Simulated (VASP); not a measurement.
Calculation: PBEsol GGA, VASP's PBE PAW potentials (set 64) (plane waves; VASP).

VASP ran on this input.

INCAR:
```
! general
SYSTEM  = NaI(110) slab
PREC    = Normal
ENCUT   = 400
LREAL   = .FALSE.
LASPH   = .TRUE.

! electronic loop
EDIFF   = 1E-5
NELM    = 100
NELMIN  = 4
ALGO    = Normal
LMAXMIX = 4

! smearing
ISMEAR  = 0
SIGMA   = 0.05

! functional
GGA     = PS

! ions
IBRION  = 2
NSW     = 50
ISIF    = 2
EDIFFG  = -0.03

! output
LWAVE   = .TRUE.
LCHARG  = .FALSE.

! other
LDIPOL  = .TRUE.
IDIPOL  = 3
DIPOL   = 0.5 0.5 0.5
```

File POSCAR:
```
NaI(110) slab
1
    4.5320214965     0.0000000000     0.0000000000
    0.0000000000     6.4092460892    -0.0000000000
   -0.0000000000    -0.0000000000    23.9231915769
Na I
4 4
Direct
  0.0000000000   0.0000000000   0.3579200000
  0.5000000000   0.5000000000   0.4526400000
  0.0000000000   0.0000000000   0.5473600000
  0.5000000000   0.5000000000   0.6420800000
  0.5000000000   0.0000000000   0.4526400000
  0.0000000000   0.5000000000   0.3579200000
  0.5000000000   0.0000000000   0.6420800000
  0.0000000000   0.5000000000   0.5473600000
```

File KPOINTS:
```
K-points
0
gamma
5 3 1
0 0 0
```

POTCAR, in this order: Na_pv I (PBE.64 set). Program: vasp_std.

What VASP printed:

OSZICAR:
```
...
DAV:  10    -0.218363679957E+02   -0.97887E-04   -0.14877E-05   322   0.191E-02    0.565E-03
DAV:  11    -0.218364171718E+02   -0.49176E-04   -0.51728E-06   308   0.105E-02    0.416E-03
DAV:  12    -0.218364752050E+02   -0.58033E-04   -0.98820E-06   338   0.169E-02    0.424E-03
DAV:  13    -0.218364947855E+02   -0.19581E-04   -0.22827E-06   324   0.698E-03    0.283E-03
DAV:  14    -0.218365008063E+02   -0.60207E-05   -0.74931E-07   315   0.412E-03
   4 F= -.21836501E+02 E0= -.21836501E+02  d E =-.619773E-01
       N       E                     dE             d eps       ncg     rms          rms(c)
DAV:   1    -0.218358275503E+02    0.66724E-03   -0.48673E-01   417   0.320E+00    0.640E-02
DAV:   2    -0.218366509317E+02   -0.82338E-03   -0.85070E-03   485   0.513E-01    0.215E-02
DAV:   3    -0.218366671855E+02   -0.16254E-04   -0.26096E-04   494   0.947E-02    0.185E-02
DAV:   4    -0.218366638524E+02    0.33331E-05   -0.17299E-05   371   0.235E-02
   5 F= -.21836664E+02 E0= -.21836664E+02  d E =-.621403E-01
       N       E                     dE             d eps       ncg     rms          rms(c)
DAV:   1    -0.218371824163E+02   -0.51523E-03   -0.37238E+00   410   0.927E+00    0.148E-01
DAV:   2    -0.218434703997E+02   -0.62880E-02   -0.64339E-02   426   0.149E+00    0.600E-02
DAV:   3    -0.218436264420E+02   -0.15604E-03   -0.18866E-03   494   0.274E-01    0.528E-02
DAV:   4    -0.218436196564E+02    0.67856E-05   -0.91236E-05   467   0.600E-02
   6 F= -.21843620E+02 E0= -.21843620E+02  d E =-.695580E-02
       N       E                     dE             d eps       ncg     rms          rms(c)
DAV:   1    -0.218361003498E+02    0.75261E-02   -0.91407E+00   410   0.146E+01    0.226E-01
DAV:   2    -0.218521623809E+02   -0.16062E-01   -0.16446E-01   434   0.237E+00    0.101E-01
DAV:   3    -0.218525829021E+02   -0.42052E-03   -0.49202E-03   494   0.448E-01    0.877E-02
DAV:   4    -0.218525753279E+02    0.75742E-05   -0.25619E-04   451   0.105E-01    0.567E-02
DAV:   5    -0.218525782715E+02   -0.29437E-05   -0.11073E-04   459   0.773E-02    0.210E-02
DAV:   6    -0.218525911931E+02   -0.12922E-04   -0.36650E-05   428   0.262E-02    0.111E-02
DAV:   7    -0.218525985761E+02   -0.73831E-05   -0.58418E-06   298   0.209E-02
   7 F= -.21852599E+02 E0= -.21852599E+02  d E =-.159347E-01
       N       E                     dE             d eps       ncg     rms          rms(c)
DAV:   1    -0.217874703742E+02    0.65121E-01   -0.36959E+01   409   0.303E+01    0.499E-01
DAV:   2    -0.218631146862E+02   -0.75644E-01   -0.77418E-01   441   0.502E+00    0.197E-01
DAV:   3    -0.218650872436E+02   -0.19726E-02   -0.22517E-02   494   0.972E-01    0.177E-01
DAV:   4    -0.218650529580E+02    0.34286E-04   -0.11588E-03   459   0.227E-01    0.116E-01
DAV:   5    -0.218650476306E+02    0.53274E-05   -0.37627E-04   466   0.162E-01    0.516E-02
DAV:   6    -0.218650991979E+02   -0.51567E-04   -0.15520E-04   501   0.722E-02    0.211E-02
DAV:   7    -0.218651253640E+02   -0.26166E-04   -0.25910E-05   347   0.385E-02    0.143E-02
DAV:   8    -0.218651465459E+02   -0.21182E-04   -0.71726E-06   323   0.171E-02    0.117E-02
DAV:   9    -0.218651605514E+02   -0.14006E-04   -0.25870E-06   306   0.108E-02    0.619E-03
DAV:  10    -0.218651767414E+02   -0.16190E-04   -0.32410E-06   315   0.738E-03    0.163E-03
DAV:  11    -0.218651810783E+02   -0.43369E-05   -0.68899E-07   330   0.495E-03
   8 F= -.21865181E+02 E0= -.21865181E+02  d E =-.285172E-01
       N       E                     dE             d eps       ncg     rms          rms(c)
DAV:   1    -0.214456033274E+02    0.41957E+00   -0.15549E+02   410   0.688E+01    0.111E+00
DAV:   2    -0.218485475406E+02   -0.40294E+00   -0.40949E+00   457   0.116E+01    0.446E-01
DAV:   3    -0.218569588002E+02   -0.84113E-02   -0.94320E-02   534   0.189E+00    0.400E-01
DAV:   4    -0.218567368165E+02    0.22198E-03   -0.27542E-03   476   0.348E-01    0.272E-01
DAV:   5    -0.218567302255E+02    0.65910E-05   -0.12134E-03   441   0.287E-01    0.137E-01
DAV:   6    -0.218569211684E+02   -0.19094E-03   -0.89785E-04   492   0.186E-01    0.535E-02
DAV:   7    -0.218569794331E+02   -0.58265E-04   -0.15735E-04   473   0.724E-02    0.333E-02
DAV:   8    -0.218570424911E+02   -0.63058E-04   -0.48215E-05   363   0.356E-02    0.264E-02
DAV:   9    -0.218570766224E+02   -0.34131E-04   -0.17029E-05   321   0.366E-02    0.962E-03
DAV:  10    -0.218571048481E+02   -0.28226E-04   -0.88210E-06   314   0.141E-02    0.340E-03
DAV:  11    -0.218571178080E+02   -0.12960E-04   -0.32984E-06   330   0.850E-03    0.172E-03
DAV:  12    -0.218571301095E+02   -0.12302E-04   -0.25194E-06   315   0.645E-03    0.226E-03
DAV:  13    -0.218571364688E+02   -0.63593E-05   -0.16824E-06   331   0.442E-03
   9 F= -.21857136E+02 E0= -.21857136E+02  d E =-.204726E-01
       N       E                     dE             d eps       ncg     rms          rms(c)
DAV:   1    -0.217057735303E+02    0.15136E+00   -0.69887E+01   402   0.436E+01    0.754E-01
DAV:   2    -0.218639089847E+02   -0.15814E+00   -0.16227E+00   466   0.718E+00    0.299E-01
DAV:   3    -0.218673374102E+02   -0.34284E-02   -0.42559E-02   486   0.130E+00    0.263E-01
DAV:   4    -0.218671006717E+02    0.23674E-03   -0.21899E-03   500   0.322E-01    0.171E-01
DAV:   5    -0.218669483433E+02    0.15233E-03   -0.80016E-04   473   0.231E-01    0.666E-02
DAV:   6    -0.218669782498E+02   -0.29906E-04   -0.25450E-04   500   0.878E-02    0.285E-02
DAV:   7    -0.218669870227E+02   -0.87729E-05   -0.46050E-05   464   0.584E-02
  10 F= -.21866987E+02 E0= -.21866987E+02  d E =-.303232E-01
       N       E                     dE             d eps       ncg     rms          rms(c)
DAV:   1    -0.218469160037E+02    0.20062E-01   -0.11482E+01   400   0.156E+01    0.623E-01
DAV:   2    -0.218757468560E+02   -0.28831E-01   -0.30501E-01   448   0.291E+00    0.237E-01
DAV:   3    -0.218758859144E+02   -0.13906E-03   -0.78019E-03   493   0.548E-01    0.207E-01
DAV:   4    -0.218756553472E+02    0.23057E-03   -0.57256E-04   475   0.135E-01    0.137E-01
DAV:   5    -0.218754834822E+02    0.17186E-03   -0.49889E-04   475   0.113E-01    0.418E-02
DAV:   6    -0.218755022565E+02   -0.18774E-04   -0.10368E-04   429   0.379E-02    0.151E-02
DAV:   7    -0.218755281482E+02   -0.25892E-04   -0.88009E-06   281   0.170E-02    0.179E-02
DAV:   8    -0.218755749131E+02   -0.46765E-04   -0.98518E-06   302   0.131E-02    0.133E-02
DAV:   9    -0.218756514136E+02   -0.76501E-04   -0.15818E-05   335   0.131E-02    0.355E-03
DAV:  10    -0.218756730329E+02   -0.21619E-04   -0.31801E-06   315   0.880E-03    0.317E-03
DAV:  11    -0.218756747693E+02   -0.17364E-05   -0.29806E-07   296   0.363E-03
  11 F= -.21875675E+02 E0= -.21875675E+02  d E =-.868775E-02
       N       E                     dE             d eps       ncg     rms          rms(c)
DAV:   1    -0.218258012067E+02    0.49872E-01   -0.20635E+01   399   0.212E+01    0.854E-01
DAV:   2    -0.218796220914E+02   -0.53821E-01   -0.56926E-01   439   0.395E+00    0.320E-01
DAV:   3    -0.218800910415E+02   -0.46895E-03   -0.15218E-02   499   0.775E-01    0.278E-01
DAV:   4    -0.218797642084E+02    0.32683E-03   -0.10606E-03   468   0.188E-01    0.185E-01
DAV:   5    -0.218795788340E+02    0.18537E-03   -0.88511E-04   450   0.152E-01    0.600E-02
DAV:   6    -0.218796391976E+02   -0.60364E-04   -0.19306E-04   370   0.511E-02    0.196E-02
DAV:   7    -0.218797086496E+02   -0.69452E-04   -0.21260E-05   311   0.247E-02    0.228E-02
DAV:   8    -0.218797988797E+02   -0.90230E-04   -0.20534E-05   336   0.184E-02    0.187E-02
DAV:   9    -0.218799386838E+02   -0.13980E-03   -0.37787E-05   338   0.199E-02    0.499E-03
DAV:  10    -0.218799651935E+02   -0.26510E-04   -0.47454E-06   341   0.107E-02    0.586E-03
DAV:  11    -0.218799696154E+02   -0.44218E-05   -0.47584E-07   338   0.437E-03
  12 F= -.21879970E+02 E0= -.21879970E+02  d E =-.129826E-01
```

File OUTCAR:
```
------------------------ aborting loop because EDIFF is reached ----------------------------------------
  FORCE on cell =-STRESS in cart. coord.  units (eV):
  Direction    XX          YY          ZZ          XY          YZ          ZX
  --------------------------------------------------------------------------------------
  Total        0.8338458     -2.6541305     -0.1410481      0.0000000      0.0000000      0.0000000
  in kB        1.9225528     -6.1194842     -0.3252068      0.0000000      0.0000000      0.0000000
  external PRESSURE =      -1.5073794 kB  Pullay stress =       0.0000000 kB
  volume of cell :      694.89
      direct lattice vectors                 reciprocal lattice vectors
     4.532021496  0.000000000  0.000000000     0.220652087  0.000000000  0.000000000
     0.000000000  6.409246089  0.000000000     0.000000000  0.156024591  0.000000000
     0.000000000  0.000000000 23.923191577     0.000000000  0.000000000  0.041800443
 POSITION                                       TOTAL-FORCE (eV/Angst)
 -----------------------------------------------------------------------------------
      0.00000      0.00000      8.86251         0.000000      0.000000      0.000581
      2.26601      3.20462     10.61563         0.000000      0.000000     -0.014763
      0.00000      0.00000     13.30756         0.000000      0.000000      0.014763
      2.26601      3.20462     15.06068         0.000000      0.000000     -0.000581
      2.26601      0.00000     10.92826         0.000000      0.000000     -0.011425
      0.00000      3.20462      8.47675         0.000000      0.000000     -0.000022
      2.26601      0.00000     15.44644         0.000000      0.000000      0.000022
      0.00000      3.20462     12.99493         0.000000      0.000000      0.011425
 -----------------------------------------------------------------------------------
    total drift:                                0.000000      0.000000      0.000000
  FREE ENERGIE OF THE ION-ELECTRON SYSTEM (eV)
  ---------------------------------------------------
  free  energy   TOTEN  =       -21.8799696154 eV

  energy  without entropy=      -21.8799696154  energy(sigma->0) =      -21.87996962

 reached required accuracy - stopping structural energy minimisation
```
(Selected blocks of OUTCAR.)

**CONTCAR**
```
NaI(110) slab
   1.00000000000000
     4.5320214964999996    0.0000000000000000    0.0000000000000000
     0.0000000000000000    6.4092460891999998    0.0000000000000000
     0.0000000000000000    0.0000000000000000   23.9231915768999990
  Na              I
     4     4
Direct
     0.0000000000000000    0.0000000000000000    0.3704568638803054
     0.5000000000000000    0.5000000000000000    0.4437379446332582
     0.0000000000000000    0.0000000000000000    0.5562620553667417
     0.5000000000000000    0.5000000000000000    0.6295431361196947
     0.5000000000000000    0.0000000000000000    0.4568061230434358
     0.0000000000000000    0.5000000000000000    0.3543319651565924
     0.5000000000000000    0.0000000000000000    0.6456680348434077
     0.0000000000000000    0.5000000000000000    0.5431938769565642
```

The cell is a thin slab with vacuum, built from NaI (rock salt): (110) face.
